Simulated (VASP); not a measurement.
MgTe (zinc blende), at 0.96 of the tabulated volume:

```
CELL_PARAMETERS angstrom
      0.00000     3.16662     3.16662
      3.16662     0.00000     3.16662
      3.16662     3.16662     0.00000
ATOMIC_POSITIONS crystal
  Mg 0.00000 0.00000 0.00000
  Te 0.25000 0.25000 0.25000
```

The lowest empty band near X, direction across the valley's axis, from mBJ (TB09) with spin-orbit coupling in VASP (PAW); its two spin partners are averaged. The gap over the points computed is 3.30 eV, and the next band on that side lies 0.64 eV away at the edge.

Numerical set-up: 400 eV cut-off, 8×8×8 Γ-centred mesh, Gaussian smearing of 0.050 eV, potentials Mg Te.

```tsv
distance from the edge in k (1/Å)	distance in energy (meV)
0.018	3.6
0.025	6.9
0.035	13.6
0.050	27.6
0.070	53.9
```

Problem. Fit E(1 + αE) = ħ²k²/2m* (ħ²/2m0 = 3.810 eV Å²) and predict the row at 0.095 1/Å.

Solution. The rows don't resolve α, so a parabola serves: the electron mass is m* = 0.346 m0, and so 99.4 meV. The run gave 98.8 meV, -0.6 meV from the fit.

Left out are points under 3 meV from the edge, since the levels carry 0.1 meV, and points farther than half the way to the next band.

The compound is MgTe in the zinc blende structure, whereas wurtzite is the usual form. The cell was not relaxed at this level.
